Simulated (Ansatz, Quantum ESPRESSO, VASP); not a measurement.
## Code comparison for V3Re (P1, 4 atoms in the cell)

Self-consistent single point, at a second geometry (lattice scaled by 0.98). First geometry:

```xyz
4
Lattice="0.0000 3.0015 3.0015 3.0015 0.0000 3.0015 3.0015 3.0015 0.0000" Properties=species:S:1:pos:R:3 pbc="T T T"
V      4.4913     4.5484     4.5521
V      1.4942     1.5248     1.5139
V     -0.0297    -0.0591    -0.0612
Re     3.0486     2.9902     2.9996
```

Shared settings, as Ansatz (an electronic-structure program) writes them: kpoints.mp_grid.grid = 5 5 5; scf.occupations.method = gaussian; scf.occupations.width = 0.1 eV. Potentials and cutoffs stand in the table.

```tsv
code	model	ΔF from the first geometry (meV/atom)	pressure (GPa)	largest force (eV/Å)	cutoff
VASP	LDA (PZ), VASP's LDA PAW potentials (set 64)	-10.3	5.32	1.375	300 eV
Quantum ESPRESSO	LDA (PW92), PseudoDojo standard norm-conserving (LDA) pseudopotentials	-15.6	4.98	1.360	85 Ry
Ansatz	LDA (PW92), default PAW files made with PBE	-15.2	4.98	1.353	default
```

For VASP (by 0.9 GPa) the energy change implies a higher mean pressure, against the two pressures, than for the other programs: a sign of finite-basis (Pulay) stress.

Size of the force on each atom (eV/Å): Sizes of forces hide their directions.

```
code                 V1     V2     V3    Re4
----------------  -----  -----  -----  -----
VASP              1.342  0.674  1.375  1.115
Quantum ESPRESSO  1.320  0.665  1.360  1.096
Ansatz            1.317  0.664  1.353  1.096
```

On Ansatz's run: spin-orbit coupling is off. Spin polarisation is off.

The spread over the programs that give each value: ΔF from the first geometry within 5.3 meV/atom; pressure within 0.34 GPa; largest force within 0.022 eV/Å.

Ansatz's pressure is given at a fixed set of plane waves, as the other plane-wave codes print theirs; with its correction for the finite basis it is 5.07 GPa. The same LDA comes in different parametrisations, which differ slightly.

VASP's run is marked for a possible Pulay error in its stress at this cutoff; no cutoff test was made.

The starting cell comes from a database of computed structures (which also holds hypothetical and non-ambient phases and stackings), without a prior relaxation at this level. Its atoms were displaced at random from the sites of space group no. 225. For this run, on top of that: lattice scaled by 0.98.

Left out of this page: ABINIT, GPAW, CP2K, FLEUR and SIESTA (not drawn, or without a comparable value).

Keys are those of Ansatz 0.2.
